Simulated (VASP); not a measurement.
Consider the following.

```xyz
6
Lattice="4.7201 0.0000 0.0000 0.0000 4.7201 0.0000 0.0000 0.0000 3.1401" Properties=species:S:1:pos:R:3 pbc="T T T"
Zn     0.0000     0.0000     0.0000
Zn     2.3600     2.3600     1.5700
F      1.4329     1.4329     0.0000
F      3.7930     0.9271     1.5700
F      0.9271     3.7930     1.5700
F      3.2871     3.2871     0.0000
```

Level of theory: PBEsol GGA with spin-orbit coupling, VASP's PBE PAW potentials (set 64) (plane waves; VASP). Run with 520 eV cut-off, 4×4×6 Γ-centred mesh, Gaussian smearing of 0.050 eV, potentials Zn F.

**Question.** Estimate the energy per atom (σ→0), band gap (over mesh and band path) with the smallest direct gap where there is one.

**Answer.** 
```
Property                                                   Result
---------------------------------------------  ------------------
band gap (over mesh and band path)                        3.34 eV
smallest direct gap (over mesh and band path)             3.34 eV
energy per atom (σ→0)                          -397.5 kJ/mol-atom
```

Total energies compare only between runs with the same potentials, cut-off and functional.

The compound is ZnF2 in the rutile structure. It was relaxed first.
